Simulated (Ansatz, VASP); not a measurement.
## Cross-check of Co between VASP and Ansatz

One calculation is typed for both programs; each brings its own data sets. How far apart do they land? The structure shown is the end of the Ansatz relaxation below.

Main program and level: Ansatz 0.2.0; plane waves, with VASP 6.6.1 beside it; single point at PBEsol.

## 1. The structure

It takes space group P6_3/mmc (No. 194, hexagonal). Conventional cell: a = 2.457 Å, b = 2.457 Å, c = 3.968 Å, α = 90.00°, β = 90.00°, γ = 120.00°. Nearest to Co lie 12 Co at 2.44 to 2.46 Å.

## 2. Ansatz: relaxation, PBEsol

Ansatz runs on its PAW soft_1 files.

This run makes the geometry at which the two programs are then compared.

Input file input.yaml:

```yaml
crystal:
  lattice:
    - [2.456721, 0.0, 0.0]
    - [-1.2283605, 2.127582796, 0.0]
    - [0.0, 0.0, 3.968189]
  atoms:
    - { symbol: Co, position: [0.3333333, 0.6666667, 0.75], spin: 1.6 }
    - { symbol: Co, position: [0.6666667, 0.3333333, 0.25], spin: 1.6 }
magnetization:
  spin_polarized: true
kpoints:
  mp_grid: { grid: [20, 20, 11] }
scf:
  occupations: { method: fermi_dirac, width: 0.05 }
hamiltonian:
  xc: pbesol
  pseudopotentials: { kind: paw, azcp: { folder: soft_1 }, xc_functional: pbe }
basis:
  ecutwfc: 600
output:
  forces: true
  stress: true
relax:
  f_tol: 0.005
  max_steps: 70
  cell: { stress_tol: 0.02, p_target: 0, fix: [c, alpha, beta, gamma] }
```

Run with:

```console
ansatz run input.yaml --threads 4 --pin off --max-ram 10240MiB --backend cpu --events-out ev --progress --plain --runs-dir out
```

Numbers of over 12 decimals in the logs are rounded to 6 here.

What it wrote:

```text
Warning: crystal.symmetry: narrowed to the stabiliser of the fixed cell quantities (relax.cell.fix) — unitary ops 24 → 8. The narrowing is safe, since a smaller group never makes results wrong: the run goes on under it, on as many k-points as the starting group would need, or more. Excluded: 16 operations that would move a fixed cell quantity at a test strain (relax.cell.fix fixes c, alpha, beta, gamma). The cell can leave their symmetry as it relaxes.
Engine: ansatz 0.2.0, aarch64-unknown-linux-gnu
Pseudopotentials: kind: paw
Pseudopotential: Co, paw, valence charge 17, recommended cutoff 420 eV (normal), soft_1/Co.paw.azcp
Functional definition: PBEsol
  exchange = pbesol_x
  correlation = pbesol_c
Crystal: 2 atoms, lattice volume = 20.741 Å³
Basis set: ecut = 600 eV, 687 PW (Γ), exchange–correlation on 40×40×64 points (8 copies of the dense FFT grid, shifted against one another)
Bands: 23, of which v1, the nominal top of the filled ones, is band 17 counted from 1 (16 counted from 0)
Symmetry: 8 space group operations
k-points: 666 of 4400
Non-local potential: Co, projectors of the file, l = 0: 3, l = 1: 2, l = 2: 3, l = 3: 1
PAW form: soft (Blöchl's): semilocal exchange-correlation on the pseudo side does not see the compensation charge
PAW frozen core: Co, regenerated for the run's functional, and the local potential with it (the file was generated under x = pbe(κ = 0.804, μ = 0.219515), c = pbe(β = 0.066725))
PAW one-centre angular grid: Co, 590 points (default); XC on 64 Gauss nodes
Initial density: superposition of atomic densities (chi_scale 0.1, normalization cell)
Starting moments: Σ|m| = 3.2 μB on 2 of 2 sites
Initial wavefunctions: pseudopotential atomic-orbital guess
Functional: x = pbesol(κ = 0.804, μ = 0.123457), c = pbesol(β = 0.046)
SCF iter   1: F=—  HF=-10185.572176 eV  |F-HF|=—  |Δ(HF+E_count)|=         —  Δρ=9.94e-2 (↑3.93e-2 ↓9.94e-2)  dr2=2.61e0  dr2_m=1.80e-1  M=3.080 μB ∫|m|=3.186 μB  β_m=0.30  ethr=3.10e-3  ⟨swp⟩=5.4  Hψ=119516  notcnv=0
Mixer restart at iter 1: flushing history
preconditioner: auto → none  [metal: Δε(μ)=0.007 eV  Ē_g=9.429 eV  σ=0.050 eV  W_gap=0.03  n_scr=8 (ndim 8)  ℏωp=34.6 eV  f_vac=0.000  D(μ)=2.49/eV (n_scr^D=34)  sad-step TF]
SCF iter   2: F=—  HF=-10184.450507 eV  |F-HF|=—  |Δ(HF+E_count)|=    1.12e0  Δρ=4.02e-2 (↑3.22e-2 ↓4.02e-2)  dr2=1.08e-1  dr2_m=2.14e-1  M=3.174 μB ∫|m|=3.315 μB  β_m=0.34  ethr=3.10e-3  ⟨swp⟩=2.5  Hψ=61067  notcnv=0  defer=738
SCF iter   3: F=—  HF=-10185.064664 eV  |F-HF|=—  |Δ(HF+E_count)|=         —  Δρ=4.65e-2 (↑4.65e-2 ↓2.14e-2)  dr2=5.81e-2  dr2_m=2.05e-1  M=3.277 μB ∫|m|=3.466 μB  β_m=0.34  ethr=3.18e-4  ⟨swp⟩=2.0  Hψ=43102  notcnv=0  defer=738
Mixer restart at iter 3: flushing history
SCF iter   4: F=—  HF=-10185.483304 eV  |F-HF|=—  |Δ(HF+E_count)|=   4.19e-1  Δρ=2.86e-2 (↑2.86e-2 ↓1.33e-2)  dr2=2.14e-2  dr2_m=7.94e-2  M=3.240 μB ∫|m|=3.453 μB  β_m=0.62  ethr=1.71e-4  ⟨swp⟩=2.5  Hψ=54118  notcnv=0  defer=738
SCF iter   5: F=—  HF=-10185.980878 eV  |F-HF|=—  |Δ(HF+E_count)|=   4.98e-1  Δρ=1.41e-2 (↑1.41e-2 ↓1.10e-2)  dr2=7.63e-2  dr2_m=6.52e-4  M=3.176 μB ∫|m|=3.439 μB  β_m=0.78  ethr=6.31e-5  ⟨swp⟩=2.2  Hψ=55417  notcnv=0  defer=639
SCF iter   6: F=—  HF=-10186.012020 eV  |F-HF|=—  |Δ(HF+E_count)|=   3.11e-2  Δρ=5.65e-3 (↑5.65e-3 ↓3.81e-3)  dr2=8.87e-3  dr2_m=2.26e-4  M=3.160 μB ∫|m|=3.433 μB  β_m=0.72  ethr=6.31e-5  ⟨swp⟩=2.0  Hψ=61806  notcnv=0  defer=608
SCF iter   7: F=—  HF=-10186.008549 eV  |F-HF|=—  |Δ(HF+E_count)|=   3.47e-3  Δρ=1.45e-3 (↑1.45e-3 ↓6.80e-4)  dr2=3.88e-4  dr2_m=4.06e-5  M=3.159 μB ∫|m|=3.434 μB  β_m=0.86  ethr=2.61e-5  ⟨swp⟩=2.7  Hψ=56425  notcnv=0  defer=549
SCF iter   8: F=—  HF=-10186.008506 eV  |F-HF|=—  |Δ(HF+E_count)|=   4.32e-5  Δρ=2.03e-4 (↑2.03e-4 ↓9.62e-5)  dr2=1.59e-6  dr2_m=3.40e-6  M=3.157 μB ∫|m|=3.433 μB  β_m=0.93  ethr=1.14e-6  ⟨swp⟩=2.2  Hψ=44980  notcnv=0  defer=549
SCF iter   9: F=—  HF=-10186.008520 eV  |F-HF|=—  |Δ(HF+E_count)|=   1.39e-5  Δρ=3.89e-5 (↑1.94e-5 ↓3.89e-5)  dr2=1.58e-7  dr2_m=1.35e-7  M=3.157 μB ∫|m|=3.433 μB  β_m=0.96  ethr=4.67e-9  ⟨swp⟩=2.0  Hψ=52883  notcnv=0  defer=549
SCF iter  10: F=—  HF=-10186.008520 eV  |F-HF|=—  |Δ(HF+E_count)|=   4.46e-7  Δρ=3.21e-6 (↑1.88e-6 ↓3.21e-6)  dr2=9.94e-10  dr2_m=1.02e-9  M=3.157 μB ∫|m|=3.433 μB  β_m=0.92  ethr=4.64e-10  ⟨swp⟩=2.0  Hψ=40992  notcnv=0  defer=549
SCF iter  11: F=-10186.008520 eV  HF=-10186.008520 eV  |F-HF|=0.00e0  |Δ(HF+E_count)|=   1.57e-9  Δρ=2.38e-7 (↑9.97e-8 ↓2.38e-7)  dr2=9.34e-12  dr2_m=2.92e-12  M=3.157 μB ∫|m|=3.433 μB  ethr=2.92e-12  ⟨swp⟩=1.5  Hψ=91580  notcnv=0
SCF 1 converged in 11 iterations: F = -10186.008520 eV  dr2 = 9.34e-12
  greatest PAW one-centre occupation: 1.001 electrons in one spin orbital (limit 2), on the Co atom at site 1 (counted from 0), in its partial waves of l = 1
relax step   1: F+E_penalty+E_count = -10186.00852007 eV  Δ(F+E_penalty+E_count) = +0.000e0 eV  max|allowed force component| = 7.778e-8 eV/Å  Δτ_max = 0.0000 Å  P = +0.005 GPa  Ω = 20.741 Å³  fix = [c, alpha, beta, gamma]  reactions: c +0.002 GPa; gamma +0.000 GPa/rad  (11 SCF iters, dr2 threshold 1.00e-7 eV, accepted)
Initial density: handed on by an earlier stage of this run
Starting moments: Σ|m| = 3.2 μB on 2 of 2 sites; this step starts from the density that it was given
Initial wavefunctions: pseudopotential atomic-orbital guess (no wavefunctions were taken with the density)
iter 1 solved again at ethr=8.54e-10 eV; its pass at ethr=3.10e-3 eV (dr2=2.90e-7 eV) is discarded
SCF iter   1: F=—  HF=-10186.008520 eV  |F-HF|=—  |Δ(HF+E_count)|=         —  Δρ=2.09e-7 (↑1.39e-7 ↓2.09e-7)  dr2=1.44e-11  dr2_m=7.15e-13  M=3.157 μB ∫|m|=3.433 μB  β_m=0.65  ethr=8.54e-10  ⟨swp⟩=4.2  Hψ=239700  notcnv=0
preconditioner: auto → none  [metal: Δε(μ)=0.002 eV  Ē_g=9.886 eV  σ=0.050 eV  W_gap=0.01  n_scr=2 (ndim 8)  ℏωp=34.6 eV  f_vac=0.000  D(μ)=1.55/eV (n_scr^D=22)]
SCF iter   2: F=—  HF=-10186.008520 eV  |F-HF|=—  |Δ(HF+E_count)|=  3.49e-10  Δρ=3.52e-7 (↑3.52e-7 ↓1.06e-7)  dr2=2.01e-11  dr2_m=3.23e-12  M=3.157 μB ∫|m|=3.433 μB  β_m=0.30  ethr=1.00e-12  ⟨swp⟩=2.2  Hψ=50932  notcnv=0
SCF iter   3: F=—  HF=-10186.008520 eV  |F-HF|=—  |Δ(HF+E_count)|=  1.09e-11  Δρ=1.33e-7 (↑1.33e-7 ↓7.54e-8)  dr2=5.78e-13  dr2_m=1.77e-12  M=3.157 μB ∫|m|=3.433 μB  β_m=0.65  ethr=1.00e-12  ⟨swp⟩=1.0  Hψ=30636  notcnv=0
SCF iter   4: F=—  HF=-10186.008520 eV  |F-HF|=—  |Δ(HF+E_count)|=  7.28e-12  Δρ=2.29e-7 (↑2.29e-7 ↓1.03e-7)  dr2=1.13e-11  dr2_m=8.47e-13  M=3.157 μB ∫|m|=3.433 μB  β_m=0.60  ethr=1.00e-12  ⟨swp⟩=1.0  Hψ=30636  notcnv=0  recentre
SCF iter   5: F=—  HF=-10186.008520 eV  |F-HF|=—  |Δ(HF+E_count)|=  5.46e-12  Δρ=4.31e-8 (↑3.68e-8 ↓4.31e-8)  dr2=9.07e-14  dr2_m=2.66e-13  M=3.157 μB ∫|m|=3.433 μB  β_m=0.73  ethr=1.00e-12  ⟨swp⟩=1.0  Hψ=30636  notcnv=0
SCF iter   6: F=-10186.008520 eV  HF=-10186.008520 eV  |F-HF|=1.82e-12  |Δ(HF+E_count)|=  1.82e-12  Δρ=1.33e-8 (↑7.62e-9 ↓1.33e-8)  dr2=2.89e-14  dr2_m=1.35e-14  M=3.157 μB ∫|m|=3.433 μB  ethr=1.00e-12  ⟨swp⟩=3.0  Hψ=105818  notcnv=0
SCF 2 converged in 6 iterations: F = -10186.008520 eV  dr2 = 2.89e-14
relax step   2: F+E_penalty+E_count = -10186.00852007 eV  Δ(F+E_penalty+E_count) = +0.000e0 eV  max|allowed force component| = 9.144e-9 eV/Å  Δτ_max = 0.0000 Å  P = +0.005 GPa  Ω = 20.741 Å³  fix = [c, alpha, beta, gamma]  reactions: c +0.002 GPa; gamma +0.000 GPa/rad  stress off target by 5.82e-3 GPa on what of the cell is left free  SCF on the basis re-selected at this cell (its energy is not comparable with the rows above)  (6 SCF iters)
basis re-selected at this cell: Δ(F+E_penalty+E_count) = +0.000e0 eV, ΔP = -0.000 GPa vs the last step (what re-selecting the basis moved, of the pressure what is left beyond the Pulay correction that the steps carried, after the strain that the cell walked since its last selection, with what the two solves' SCF thresholds leave and, on support functions, any second-order correction that the steps lacked; it is no measure of the basis error at this ecutwfc). This SCF's stress stands 5.82e-3 GPa from its target on what of the cell is left free (relax.cell.stress_tol is 2.00e-2 GPa) and its largest allowed force component is 9.14e-9 eV/Å (relax.f_tol is 5.00e-3 eV/Å): [rest of the remark cut]
SCF converged after 6 iterations
Magnetization: 3.1569 μB (18.5785 up, 15.4215 down)
Absolute magnetization: 3.4371 μB (∫|ρ↑−ρ↓|, with the PAW one-centre terms)
Spin contamination: 0.0461 ħ² per cell (⟨S²⟩ above its minimum at these occupations)
Per-site moments (μB) at R_I (Å): [(1.642633, 1.006065), (1.642633, 1.006065)]
Free energy (F): -10186.008520 eV
Harris-Foulkes:  -10186.008520 eV  (|F-HF|=1.82e-12)
Internal energy: -10185.995600 eV  (E = F + TS)
E sigma→0 (E₀):  -10186.002060 eV
Entropy (-TS):   -0.012920 eV (-6.460 meV/atom)
Fermi energy:    19.534223 eV
--- Per-component energies (eV) ---
  E_band       = -457.683127
  E_kinetic    = 585.663909
  E_local      = -5170.666343  (includes V_loc(G=0)·N_el)
  E_nonlocal   = 871.602503
  E_hartree    = 2299.279372
  E_xc         = -184.571105
  E_vxc        = -238.462888  (∫ρ·V_xc dr)
  E_paw        = -3076.290740  (= ΣΔE_a)
  E_vpaw       = -1104.378998  (= ΣTr[D̂ρ^β])
  E_aug_tail   = -0.000041  (compensation charges beyond the density's cutoff)
  E_ewald      = -5511.389993
  E_core_change = 0.376839  (= ΣΔE_core)
  E_smearing   = -0.012920  (= −TS)
  E_closure    = -0.000000  (closes the sum)
  Σ components = -10186.008520   (vs F -10186.008520, Δ=0.00e0)
--- Forces (eV/Å), atoms counted from 1 ---
  atom   1  Co    -0.00000001     0.00000001     0.00000000
  atom   2  Co     0.00000001    -0.00000001     0.00000000
  max |Σ_I F_I| component: 0.00e0 eV/Å
--- Stress (GPa, compression-positive) ---
        0.005822      -0.000000       0.000000
       -0.000000       0.005822       0.000000
        0.000000       0.000000       0.002216
  P = ⅓ Tr σ = 0.0046 GPa (0.046 kbar)
--- Relaxed structure (1 steps of the walk, 1 accepted, 1 SCFs on fresh bases) ---
  F+E_penalty+E_count = -10186.00852007 eV   max|allowed force component| = 9.144e-9 eV/Å   (the final SCF, on the basis selected at the relaxed cell)
  cell:  # Å, volume = 20.7412 Å³
    - [2.456721, 0.0, 0.0]
    - [-1.228360, 2.127583, 0.0]
    - [0.0, 0.0, 3.968189]
  atoms:
    - { symbol: Co, position: [0.333333, 0.666667, 0.750000] }
    - { symbol: Co, position: [0.666667, 0.333333, 0.250000] }
```

## 3. VASP: single point, PBEsol, pair 1

The same cell, functional, mesh and smearing now go to VASP, with its own data sets.

Lines of VASP's logs that name or quote its potential files are left out, and so is its time.

Input file INCAR:

```
SYSTEM = Co
PREC = Accurate
ENCUT = 600
EDIFF = 1E-06
NELM = 200
ISMEAR = -1
SIGMA = 0.05
LREAL = .FALSE.
ALGO = Normal
GGA = PS
NBANDS = 18
ISPIN = 2
MAGMOM = 1.64 1.64
LASPH = .TRUE.
LMAXMIX = 4
LORBIT = 11
LWAVE = .FALSE.
LCHARG = .FALSE.
ISIF = 2
GGA_COMPAT = .FALSE.
KPAR = 2
```

Input file POSCAR:

```
Co
1.0
    2.4567210000      0.0000000000      0.0000000000
   -1.2283605000      2.1275827960      0.0000000000
    0.0000000000      0.0000000000      3.9681890000
Co
2
Direct
    0.3333333333      0.6666666667      0.7500000000
    0.6666666667      0.3333333333      0.2500000000
```

Input file KPOINTS:

```
Automatic mesh
0
Gamma
20 20 11
0 0 0
```

PAW data sets: Co (PBE family, release 64).

Run with:

```console
mpirun -np 2 vasp_std
```

What it wrote:

```text
[banner, memory and clock lines left out]
running    2 mpi-ranks, on    1 nodes
 distrk:  each k-point on    1 cores,    2 groups
 distr:  one band on    1 cores,    1 groups

 POSCAR found type information on POSCAR Co
 POSCAR found :  1 types and       2 ions
|                                                                             |
|               ----> ADVICE to this user running VASP <----                  |
|                                                                             |
|     You enforced a specific xc type in the INCAR file but a different       |
|     [... a line on the potential file left out ...]
|     I HOPE YOU KNOW WHAT YOU ARE DOING!                                     |
|                                                                             |

 LDA part: xc-table for (Slater+PW92), standard interpolation
 POSCAR, INCAR and KPOINTS ok, starting setup
 FFT: planning ... GRIDC
 FFT: planning ... GRID_SOFT
 FFT: planning ... GRID
 WAVECAR not read
 entering main loop
       N       E                     dE             d eps       ncg     rms          rms(c)
DAV:   1     0.860189924157E+02    0.86019E+02   -0.89076E+03 19776   0.149E+03
DAV:   2    -0.142126468048E+02   -0.10023E+03   -0.90945E+02 19042   0.241E+02
DAV:   3    -0.179713502922E+02   -0.37587E+01   -0.36177E+01 20984   0.595E+01
DAV:   4    -0.180288473240E+02   -0.57497E-01   -0.57458E-01 23966   0.624E+00
DAV:   5    -0.180302645691E+02   -0.14172E-02   -0.14172E-02 21678   0.914E-01    0.164E+01
DAV:   6    -0.159124465925E+02    0.21178E+01   -0.99331E+00 20184   0.670E+01    0.722E+00
DAV:   7    -0.155181576489E+02    0.39429E+00   -0.14852E+00 22150   0.238E+01    0.392E+00
DAV:   8    -0.154978705149E+02    0.20287E-01   -0.17485E-02 25702   0.138E+00    0.193E+00
DAV:   9    -0.154806037866E+02    0.17267E-01   -0.28274E-03 30672   0.936E-01    0.666E-01
DAV:  10    -0.154809202046E+02   -0.31642E-03   -0.54867E-04 26682   0.340E-01    0.320E-01
DAV:  11    -0.154807080698E+02    0.21213E-03   -0.14828E-04 25626   0.195E-01    0.336E-02
DAV:  12    -0.154807022135E+02    0.58563E-05   -0.13048E-05 20928   0.281E-02    0.171E-02
DAV:  13    -0.154807008675E+02    0.13460E-05   -0.18149E-06 13388   0.188E-02    0.105E-02
DAV:  14    -0.154807010578E+02   -0.19032E-06   -0.75687E-07 12998   0.104E-02
   1 F= -.15480701E+02 E0= -.15474136E+02  d E =-.131309E-01  mag=     3.1501
```

OUTCAR, selected parts (step 3):

```text
ion  position               nearest neighbor table
   1  0.333  0.667  0.750-   2 2.44   2 2.44   2 2.44   2 2.44   2 2.44   2 2.44
   2  0.667  0.333  0.250-   1 2.44   1 2.44   1 2.44   1 2.44   1 2.44   1 2.44

  LATTYP: Found a hexagonal cell.
 ALAT       =     2.4567210000
 C/A-ratio  =     1.6152379534

 Subroutine GETGRP returns: Found 24 space group operations
 (whereof 12 operations were pure point group operations)

The static configuration has the point symmetry D_3d.
 The point group associated with its full space group is D_6h.

 Found    264 irreducible k-points:

   k-points           NKPTS =    264   k-points in BZ     NKDIM =    264   number of bands    NBANDS=     18

   dimension x,y,z NGX =    20 NGY =   20 NGZ =   32
   dimension x,y,z NGXF=    40 NGYF=   40 NGZF=   64

   ENCUT  =  600.0 eV  44.10 Ry    6.64 a.u.   4.91  4.91  7.93*2*pi/ulx,y,z

   NELECT =      18.0000    total number of electrons

 k-points in reciprocal lattice and weights: Automatic mesh
   0.00000000  0.00000000  0.00000000       0.000
   0.05000000  0.00000000  0.00000000       0.001
   0.10000000 -0.00000000  0.00000000       0.001
   0.15000000  0.00000000  0.00000000       0.001
   0.20000000 -0.00000000  0.00000000       0.001
   0.25000000 -0.00000000  0.00000000       0.001
   0.30000000  0.00000000  0.00000000       0.001
   0.35000000 -0.00000000  0.00000000       0.001
   0.40000000  0.00000000  0.00000000       0.001
[...]
0.30000000  0.30000000  0.45454545       0.003
   0.35000000  0.30000000  0.45454545       0.003

 average (electrostatic) potential at core
       1 -77.5520       2 -77.5520

 E-fermi :  10.7100

 spin component 1
 k-point     1 :       0.0000    0.0000    0.0000
  band No.  band energies     occupation
    ...
      8       8.8032      1.00000
      9       8.8032      1.00000
     10       9.9952      1.00000
     11       9.9952      1.00000
     12      10.5750      0.93694
     13      17.4875      0.00000
     14      33.0077      0.00000
     15      36.0035      0.00000
     16      36.0035      0.00000
     17      36.2539      0.00000
    ...

 k-point     2 :       0.0500    0.0000    0.0000
  band No.  band energies     occupation
    ...
      7       8.4706      1.00000
      8       8.7556      1.00000
      9       8.7745      1.00000
     10       9.4920      1.00000
     11      10.0078      1.00000
     12      11.1850      0.00007
     13      17.5008      0.00000
     14      32.4351      0.00000
     15      34.3903      0.00000
     16      34.8391      0.00000
    ...

 k-point     3 :       0.1000   -0.0000    0.0000
  band No.  band energies     occupation
    ...
      7       8.5193      1.00000
      8       8.5854      1.00000
      9       8.6950      1.00000
     10       8.9999      1.00000
     11      10.0409      1.00000
     12      12.0925      0.00000
     13      17.5435      0.00000
     14      30.5819      0.00000
     15      33.2880      0.00000
     16      33.4511      0.00000
    ...

 k-point     4 :       0.1500    0.0000    0.0000
  band No.  band energies     occupation
    ...
      7       8.5434      1.00000
      8       8.5801      1.00000
      9       8.7675      1.00000
     10       8.7969      1.00000
     11      10.0838      1.00000
     12      13.0911      0.00000
     13      17.6238      0.00000
     14      28.2718      0.00000
     15      31.8035      0.00000
     16      32.8931      0.00000
    ...

 k-point     5 :       0.2000   -0.0000    0.0000
  band No.  band energies     occupation
    ...
      7       8.6642      1.00000
      8       8.7432      1.00000
      9       8.7708      1.00000
     10       9.0036      1.00000
     11      10.1270      0.99999
     12      14.1630      0.00000
     13      17.7510      0.00000
     14      25.9494      0.00000
     15      30.4271      0.00000
     16      32.3205      0.00000
    ...

 k-point     6 :       0.2500   -0.0000    0.0000
  band No.  band energies     occupation
    ...
      7       8.5392      1.00000
      8       9.0559      1.00000
      9       9.0702      1.00000
     10       9.2753      1.00000
     11      10.1649      0.99998
     12      15.3000      0.00000
     13      17.9210      0.00000
     14      23.7391      0.00000
     15      29.1823      0.00000
     16      31.2384      0.00000
    ...

  Total       -0.1074726     -0.1074726     -0.1213553     -0.0000000     -0.0000000      0.0000000
  in kB       -8.3018300     -8.3018300     -9.3742120     -0.0000000     -0.0000000      0.0000000
  external PRESSURE =      -8.6592907 kB  Pullay stress =       0.0000000 kB

  energy-cutoff  :      600.00
  volume of cell :       20.74
      direct lattice vectors                 reciprocal lattice vectors
     2.456721000  0.000000000  0.000000000     0.407046628  0.235008480  0.000000000
    -1.228360500  2.127582796  0.000000000     0.000000000  0.470016961  0.000000000
     0.000000000  0.000000000  3.968189000     0.000000000  0.000000000  0.252004126

 POSITION                                       TOTAL-FORCE (eV/Angst)
 -----------------------------------------------------------------------------------
     -0.00000      1.41839      2.97614        -0.000000     -0.000000      0.000000
      1.22836      0.70919      0.99205         0.000000      0.000000      0.000000
 -----------------------------------------------------------------------------------
    total drift:                                0.000000     -0.000000     -0.000000

  FREE ENERGIE OF THE ION-ELECTRON SYSTEM (eV)
  ---------------------------------------------------
  free  energy   TOTEN  =       -15.4807010578 eV

  energy  without entropy=      -15.4675701393  energy(sigma->0) =      -15.47413560

 total charge
# of ion       s       p       d       tot
------------------------------------------
    1        0.508   0.565   7.290   8.363
    2        0.508   0.565   7.290   8.363
--------------------------------------------------
tot          1.017   1.130  14.580  16.727

 magnetization (x)
# of ion       s       p       d       tot
------------------------------------------
    1       -0.015  -0.052   1.649   1.582
    2       -0.015  -0.052   1.649   1.582
--------------------------------------------------
tot         -0.030  -0.103   3.297   3.164

[... 6 further parts left out ...]
```

The magnetic state follows from one typed start and may not be the lowest.

(Part 1 of 2 ends here.)

[Lines on the potential files, build, host, timing and source positions are cut from VASP's logs without a mark.]

[Logs are printed without paths, hosts, clocks, repeated set-up lines and the standing remarks that a program may print on its own settings, such as how far it seeks lower states.]

[Hosts, paths, dates, database ids (printed as entryN), source tags and the programs' standing remarks are cut or masked in the printed files.]
